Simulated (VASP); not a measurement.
Consider the following.

```yaml
crystal:
  lattice:
    - [0.00000, 2.00204, 2.00204]
    - [2.00204, 0.00000, 2.00204]
    - [2.00204, 2.00204, 0.00000]
  atoms:
    - { symbol: Li, position: [0.00000, 0.00000, 0.00000] }
    - { symbol: F, position: [0.50000, 0.50000, 0.50000] }
```

The numbers are results of PBEsol GGA, VASP's PBE PAW potentials (set 64) (plane waves; VASP), not measurements. Run with 520 eV cut-off, Gaussian smearing of 0.050 eV, potentials Li_sv F.

### Question
Estimate the band gap (along the path) with the smallest direct gap where there is one.

### Answer

band gap (along the path): 9.08 eV
smallest direct gap (along the path): 9.08 eV

Only differences to runs with the same potentials and settings are physical.

The compound is LiF in the rock salt structure. It was relaxed first.
